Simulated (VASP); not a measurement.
**GW on CuI (Marshite)**

How does the gap of CuI (Marshite) change from the starting functional to GW? The cell is of the zinc-blende type, one of the forms listed for this formula. The start is a cell from a database of measured crystal structures.

Calculated with VASP 6.6.1; PBE; plane waves and PAW (Cu_GW, I_GW), in the first sound run; inputs show where later runs differ.

Report form: the programs' logs are mostly left out.

The database entry behind the starting cell differs from later determinations by our own check (about 0.15 % long (mineral sample)), so it need not match the best structure at ambient conditions.

## 1. The starting structure

Symmetry: F-43m, No. 216, cubic system. The conventional cell has a = 6.063 Å, b = 6.063 Å, c = 6.063 Å, α = 90.00°, β = 90.00°, γ = 90.00°. Nearest to Cu lie 4 I at 2.63 Å. I has 4 Cu at 2.63 Å nearest. Farther neighbours and most contacts between anions are not listed.

## 2. Ground state

The orbitals come from a self-consistent PBE run with a tight EDIFF and a narrow smearing. KPOINTS_OPT adds the bands along a path, which shows whether the mesh holds the band edges.

INCAR reads:

```
SYSTEM = CuI
PREC = Accurate
ENCUT = 440
EDIFF = 1E-08
NELM = 100
ISMEAR = 0
SIGMA = 0.01
LREAL = .FALSE.
ALGO = Normal
GGA = PE
NBANDS = 15
LASPH = .TRUE.
LORBIT = 11
LWAVE = .TRUE.
LCHARG = .FALSE.
KPAR = 8
```

POSCAR reads:

```
CuI
1.0
    0.0000000000      3.0315000000      3.0315000000
    3.0315000000      0.0000000000      3.0315000000
    3.0315000000      3.0315000000      0.0000000000
Cu I
1 1
Direct
    0.2500000000      0.2500000000      0.2500000000
    0.0000000000      0.0000000000      0.0000000000
```

KPOINTS reads:

```
Automatic mesh
0
Gamma
6 6 6
0 0 0
```

KPOINTS_OPT reads:

```
Line mode
12
Line-mode
Reciprocal
  0.00000000   0.00000000   0.00000000 GAMMA
  0.50000000   0.00000000   0.50000000 X

  0.50000000   0.00000000   0.50000000 X
  0.50000000   0.25000000   0.75000000 W

  0.50000000   0.25000000   0.75000000 W
  0.37500000   0.37500000   0.75000000 K

  0.37500000   0.37500000   0.75000000 K
  0.00000000   0.00000000   0.00000000 GAMMA

  0.00000000   0.00000000   0.00000000 GAMMA
  0.50000000   0.50000000   0.50000000 L

  0.50000000   0.50000000   0.50000000 L
  0.62500000   0.25000000   0.62500000 U

  0.62500000   0.25000000   0.62500000 U
  0.50000000   0.25000000   0.75000000 W

  0.50000000   0.25000000   0.75000000 W
  0.50000000   0.50000000   0.50000000 L

  0.50000000   0.50000000   0.50000000 L
  0.37500000   0.37500000   0.75000000 K

  0.62500000   0.25000000   0.62500000 U
  0.50000000   0.00000000   0.50000000 X
```

Potentials, in the order of the species: Cu_GW and I_GW (PBE family, release 64).

Launch:

```
mpirun -np 8 vasp_std
```

It took 8.4 s on 8 MPI ranks of Intel Xeon 6975P-C (Granite Rapids), shared host; peak memory 1.5 GiB; 54 s of CPU time.

This step gave:

| Quantity | Value |
| --- | --- |
| free energy (TOTEN) | -5.575 eV |
| Fermi energy | 4.013 eV |
| pressure | 0.02584 GPa |
| least gap on mesh and path | 1.112 eV |
| least direct gap on mesh and path | 1.112 eV |

The highest empty bands on the path are converged less tightly, to about 0.1 eV. The electronic bands at the labelled points (eV, zero at the valence-band top; v1 is the highest filled band, c1 the lowest empty one):

| point | v4 | v3 | v2 | v1 | c1 | c2 | c3 | c4 |
| --- | --- | --- | --- | --- | --- | --- | --- | --- |
| Γ | -1.85 | 0.00 | 0.00 | 0.00 | 1.11 | 4.89 | 4.89 | 4.89 |
| 0.55 of the way | -1.80 | -1.17 | -0.98 | -0.98 | 3.16 | 3.37 | 7.04 | 7.09 |
| X | -1.79 | -1.76 | -1.49 | -1.49 | 2.71 | 2.90 | 9.17 | 9.77 |
| 0.45 of the way | -1.86 | -1.77 | -1.54 | -1.36 | 3.28 | 3.41 | 7.97 | 8.14 |
| W | -1.90 | -1.77 | -1.60 | -1.26 | 4.49 | 4.66 | 6.01 | 6.39 |
| 0.45 of the way | -1.85 | -1.74 | -1.57 | -1.25 | 3.75 | 4.65 | 6.59 | 6.98 |
| K | -1.82 | -1.71 | -1.50 | -1.24 | 3.09 | 4.62 | 7.55 | 7.87 |
| 0.55 of the way | -1.83 | -1.24 | -0.95 | -0.32 | 2.94 | 4.85 | 5.53 | 5.65 |
| Γ | -1.85 | 0.00 | 0.00 | 0.00 | 1.11 | 4.89 | 4.89 | 4.89 |
| 0.45 of the way | -1.86 | -1.17 | -0.32 | -0.32 | 2.23 | 5.26 | 5.40 | 5.40 |
| L | -1.82 | -1.78 | -0.71 | -0.71 | 2.14 | 5.43 | 5.43 | 7.39 |
| 0.45 of the way | -1.83 | -1.73 | -1.16 | -0.89 | 3.04 | 4.89 | 6.13 | 7.22 |
| U | -1.82 | -1.71 | -1.50 | -1.24 | 3.09 | 4.62 | 7.55 | 7.87 |
| 0.45 of the way | -1.84 | -1.73 | -1.56 | -1.25 | 3.57 | 4.64 | 6.80 | 7.14 |
| W | -1.90 | -1.77 | -1.60 | -1.26 | 4.49 | 4.66 | 6.01 | 6.39 |
| 0.45 of the way | -1.84 | -1.72 | -1.35 | -1.04 | 3.62 | 4.66 | 6.19 | 7.55 |
| L | -1.82 | -1.78 | -0.71 | -0.71 | 2.14 | 5.43 | 5.43 | 7.39 |
| 0.45 of the way | -1.83 | -1.73 | -1.16 | -0.89 | 3.04 | 4.89 | 6.13 | 7.22 |
| K | -1.82 | -1.71 | -1.50 | -1.24 | 3.09 | 4.62 | 7.55 | 7.87 |
| jump to U | -1.82 | -1.71 | -1.50 | -1.24 | 3.09 | 4.62 | 7.55 | 7.87 |
| 0.45 of the way | -1.79 | -1.79 | -1.48 | -1.41 | 2.89 | 3.48 | 8.33 | 8.90 |
| X | -1.79 | -1.76 | -1.49 | -1.49 | 2.71 | 2.90 | 9.17 | 9.77 |

Of the projections kept (Cu, I), the largest for each band there; the rest of the weight can lie on other orbitals:

| point | v4 | v3 | v2 | v1 | c1 | c2 | c3 | c4 |
| --- | --- | --- | --- | --- | --- | --- | --- | --- |
| Γ | Cu 0.99 | Cu 0.64 | Cu 0.64 | Cu 0.64 | Cu 0.53 | Cu 0.60 | Cu 0.60 | Cu 0.60 |
| X | Cu 0.98 | Cu 1.00 | Cu 0.93 | Cu 0.93 | Cu 0.63 | Cu 0.66 | I 0.79 | I 0.53 |
| W | Cu 0.97 | Cu 1.00 | Cu 0.99 | Cu 0.93 | I 0.53 | I 0.65 | Cu 0.58 | I 0.56 |
| K | Cu 1.00 | Cu 0.98 | Cu 0.97 | Cu 0.88 | Cu 0.62 | I 0.58 | I 0.68 | I 0.59 |
| Γ | Cu 0.99 | Cu 0.64 | Cu 0.64 | Cu 0.64 | Cu 0.53 | Cu 0.60 | Cu 0.60 | Cu 0.60 |
| L | Cu 0.99 | Cu 0.99 | Cu 0.74 | Cu 0.74 | Cu 0.62 | Cu 0.55 | Cu 0.55 | I 0.74 |

The cell has a gap of 1.11 eV on mesh and path. Spin-orbit coupling is left out, which can shift or reorder these edges.

## 3. Empty bands

ALGO = Exact makes the empty bands from the converged ground state in one step. LOPTICS writes the k-derivatives of the orbitals (WAVEDER), which give the long-wavelength limit of the screening.

INCAR reads:

```
SYSTEM = CuI
PREC = Accurate
ENCUT = 440
ISMEAR = 0
SIGMA = 0.01
LREAL = .FALSE.
GGA = PE
NBANDS = 128
LASPH = .TRUE.
ALGO = Exact
NELM = 1
LWAVE = .TRUE.
LCHARG = .FALSE.
LOPTICS = .TRUE.
NEDOS = 1000
CSHIFT = 0.1
```

POSCAR is that of step 2.

KPOINTS is that of step 2.

Launch:

```
mpirun -np 8 vasp_std
```

Run time: 8.4 s. Hardware: 8 MPI ranks; peak memory 1.6 GiB; 54 s of CPU time.

The gap is read on the k-mesh alone, so it is an upper bound where the band edges lie off the mesh.

Numbers from this step:

* gap on the k-mesh: 1.112 eV
* least direct gap on the k-mesh: 1.112 eV

WAVECAR now holds 128 bands for 18 electrons. Its independent-particle dielectric tensor has xx, yy, zz = 7.5, 7.5, 7.5 on this mesh, which isn't tested for convergence in mesh or bands and lacks local fields.

## 4. G0W0, ENCUTGW 100, bands in the sums 128

This step: G0W0 on PBE; plane waves and PAW (Cu_GW, I_GW) (VASP 6.6.1).

G0W0 keeps orbitals and screening fixed and shifts each of the lowest NBANDSGW levels once.

INCAR reads:

```
SYSTEM = CuI
PREC = Accurate
ENCUT = 440
ISMEAR = 0
SIGMA = 0.01
LREAL = .FALSE.
GGA = PE
NBANDS = 128
LASPH = .TRUE.
ALGO = EVGW0
NELMGW = 1
ENCUTGW = 100
NOMEGA = 48
PRECFOCK = Fast
NBANDSGW = 24
LWAVE = .FALSE.
LCHARG = .FALSE.
```

POSCAR is that of step 3.

KPOINTS is that of step 3.

Launch:

```
mpirun -np 8 vasp_std
```

Elapsed: 2.3 min, on 8 MPI ranks; peak memory 2.6 GiB; 15 min of CPU time.

This step gave:

```
quasiparticle gap on the mesh                 : 2.275 eV
smallest direct quasiparticle gap on the mesh : 2.275 eV
gap of the starting orbitals on the mesh      : 1.112 eV
```

GW takes the gap from 1.112 to 2.275 eV. Spin-orbit coupling is left out. The value holds for 128 bands, ENCUTGW = 100 eV and this mesh, and isn't shown to be converged in them.

## 5. Empty bands

This step: PBE; plane waves and PAW (Cu_GW, I_GW) (VASP 6.6.1).

The empty bands are made again, for the run that follows.

INCAR reads:

```
SYSTEM = CuI
PREC = Accurate
ENCUT = 440
ISMEAR = 0
SIGMA = 0.01
LREAL = .FALSE.
GGA = PE
NBANDS = 216
LASPH = .TRUE.
ALGO = Exact
NELM = 1
LWAVE = .TRUE.
LCHARG = .FALSE.
LOPTICS = .TRUE.
NEDOS = 1000
CSHIFT = 0.1
```

POSCAR is that of step 4.

KPOINTS is that of step 4.

Launch:

```
mpirun -np 8 vasp_std
```

Run time: 9 s. Hardware: 8 MPI ranks; peak memory 1.6 GiB; 56 s of CPU time.

WAVECAR now holds 216 bands for 18 electrons.

## 6. G0W0, ENCUTGW 140, bands in the sums 216

This step: G0W0 on PBE; plane waves and PAW (Cu_GW, I_GW) (VASP 6.6.1).

ENCUTGW rises to 140 eV and the bands with it, to about the number of plane waves under that cutoff.

INCAR reads:

```
SYSTEM = CuI
PREC = Accurate
ENCUT = 440
ISMEAR = 0
SIGMA = 0.01
LREAL = .FALSE.
GGA = PE
NBANDS = 216
LASPH = .TRUE.
ALGO = EVGW0
NELMGW = 1
ENCUTGW = 140
NOMEGA = 48
PRECFOCK = Fast
NBANDSGW = 24
LWAVE = .FALSE.
LCHARG = .FALSE.
```

POSCAR is that of step 5.

KPOINTS is that of step 5.

Launch:

```
mpirun -np 8 vasp_std
```

It took 3.9 min on 8 MPI ranks; peak memory 3.3 GiB; 25 min of CPU time.

The gap is now 2.178 eV, -97 meV against the GW run before. Spin-orbit coupling is left out.

## 7. Empty bands

This step: PBE; plane waves and PAW (Cu_GW, I_GW) (VASP 6.6.1).

INCAR reads:

```
SYSTEM = CuI
PREC = Accurate
ENCUT = 440
ISMEAR = 0
SIGMA = 0.01
LREAL = .FALSE.
GGA = PE
NBANDS = 312
LASPH = .TRUE.
ALGO = Exact
NELM = 1
LWAVE = .TRUE.
LCHARG = .FALSE.
LOPTICS = .TRUE.
NEDOS = 1000
CSHIFT = 0.1
```

POSCAR is that of step 6.

KPOINTS is that of step 6.

Launch:

```
mpirun -np 8 vasp_std
```

Elapsed: 9.6 s, on 8 MPI ranks; peak memory 1.6 GiB.

WAVECAR now holds 312 bands for 18 electrons.

## 8. G0W0, ENCUTGW 180, bands in the sums 312

This step: G0W0 on PBE; plane waves and PAW (Cu_GW, I_GW) (VASP 6.6.1).

ENCUTGW rises to 180 eV and the bands with it, to about the number of plane waves under that cutoff.

INCAR reads:

```
SYSTEM = CuI
PREC = Accurate
ENCUT = 440
ISMEAR = 0
SIGMA = 0.01
LREAL = .FALSE.
GGA = PE
NBANDS = 312
LASPH = .TRUE.
ALGO = EVGW0
NELMGW = 1
ENCUTGW = 180
NOMEGA = 48
PRECFOCK = Fast
NBANDSGW = 24
LWAVE = .FALSE.
LCHARG = .FALSE.
```

POSCAR is that of step 7.

KPOINTS is that of step 7.

Launch:

```
mpirun -np 8 vasp_std
```

Elapsed: 6.2 min, on 8 MPI ranks; peak memory 4.2 GiB; 40 min of CPU time.

The gap is now 2.121 eV, -57 meV against the GW run before. Spin-orbit coupling is left out.

## 9. Empty bands

This step: PBE; plane waves and PAW (Cu_GW, I_GW) (VASP 6.6.1).

INCAR reads:

```
SYSTEM = CuI
PREC = Accurate
ENCUT = 440
ISMEAR = 0
SIGMA = 0.01
LREAL = .FALSE.
GGA = PE
NBANDS = 416
LASPH = .TRUE.
ALGO = Exact
NELM = 1
LWAVE = .TRUE.
LCHARG = .FALSE.
LOPTICS = .TRUE.
NEDOS = 1000
CSHIFT = 0.1
```

POSCAR is that of step 8.

KPOINTS is that of step 8.

Launch:

```
mpirun -np 8 vasp_std
```

It took 9.2 s on 8 MPI ranks; peak memory 1.7 GiB.

WAVECAR now holds 416 bands for 18 electrons.

## 10. G0W0, ENCUTGW 220, bands in the sums 416

This step: G0W0 on PBE; plane waves and PAW (Cu_GW, I_GW) (VASP 6.6.1).

ENCUTGW rises to 220 eV and the bands with it, to about the number of plane waves under that cutoff.

INCAR reads:

```
SYSTEM = CuI
PREC = Accurate
ENCUT = 440
ISMEAR = 0
SIGMA = 0.01
LREAL = .FALSE.
GGA = PE
NBANDS = 416
LASPH = .TRUE.
ALGO = EVGW0
NELMGW = 1
ENCUTGW = 220
NOMEGA = 48
PRECFOCK = Fast
NBANDSGW = 24
LWAVE = .FALSE.
LCHARG = .FALSE.
```

POSCAR is that of step 9.

KPOINTS is that of step 9.

Launch:

```
mpirun -np 8 vasp_std
```

It took 9.8 min on 8 MPI ranks; peak memory 5.4 GiB; 63 min of CPU time.

The gap is now 2.110 eV, -10 meV against the GW run before. Spin-orbit coupling is left out.

## 11. Summary

This step: GW series: G0W0 on PBE; plane waves and PAW (VASP 6.6.1).

No new run; the numbers come from the runs before.

This step gave:

```
gap extrapolated to a complete basis        : 2.032 eV
direct gap extrapolated to a complete basis : 2.032 eV
```

Cost is wall time times ranks on a shared host, with the step that makes the empty bands. GW runs:

| level | bands | ENCUTGW (eV) | NOMEGA | k mesh | starting gap (eV) | quasiparticle gap (eV) | direct gap (eV) | cost (core minutes) |
| --- | --- | --- | --- | --- | --- | --- | --- | --- |
| G0W0 | 128 | 100 | 48 | 6x6x6 | 1.112 | 2.275 | 2.275 | 19.52 |
| G0W0 | 216 | 140 | 48 | 6x6x6 | 1.112 | 2.178 | 2.178 | 32 |
| G0W0 | 312 | 180 | 48 | 6x6x6 | 1.112 | 2.121 | 2.121 | 50.88 |
| G0W0 | 416 | 220 | 48 | 6x6x6 | 1.112 | 2.11 | 2.11 | 79.24 |

## 12. What came out

```json
{
 "G0W0 on PBE, 416 bands, ENCUTGW 220 eV, NOMEGA 48, mesh 6×6×6": "1.112 → 2.110 eV",
 "G0W0 on PBE, 128 bands, ENCUTGW 100 eV, NOMEGA 48, mesh 6×6×6": "1.112 → 2.275 eV",
 "gap at a complete basis (linear in ENCUTGW^-3/2)": "2.03 eV"
}
```

What this shows: G0W0 gives a quasiparticle gap of 2.110 eV on the mesh, 1.00 eV over the PBE gap on the same mesh. On mesh and path the starting valence top lies at Γ and the conduction bottom at Γ, so the starting gap is direct. Both points lie on the GW mesh. The steps of the series move the gap by -97, -57, -10 meV; the last costs 1.6 times the one before. The last step lies within a tolerance of 30 meV, picked for this account, and the last two together move the gap by -67 meV. Extrapolated from the last three points to a complete basis, the gap is 2.03 eV, -78 meV from the dearest run. The extrapolation removes the error of the response basis alone, at this mesh, ENCUT and data set. In Cu_GW the d shell is in the valence without all the semicore s and p states of the same shell; those stay frozen in the core, and how far that moves the GW gap wasn't tested here. Spin-orbit coupling is left out; with Cu and I in the cell it can split or shift band edges, by an amount that depends on which atoms form them and isn't tested here. Not tabulated here, as repeats of values shown or as unfit to read for their mesh, reference level or band range: eps2 curves (empty bands); eps1 curves and static values (empty bands); gaps (empty bands).

[Lines on the potential files, build, host, timing and source positions are cut from VASP's logs without a mark.]

[Logs are printed without paths, hosts, clocks, repeated set-up lines and the standing remarks that a program may print on its own settings, such as how far it seeks lower states.]

[Hosts, paths, dates, database ids (printed as entryN), source tags and the programs' standing remarks are cut or masked in the printed files.]

[Pressures printed for these runs are not shown converged in the cutoff: they can be off by several GPa and have the wrong sign.]
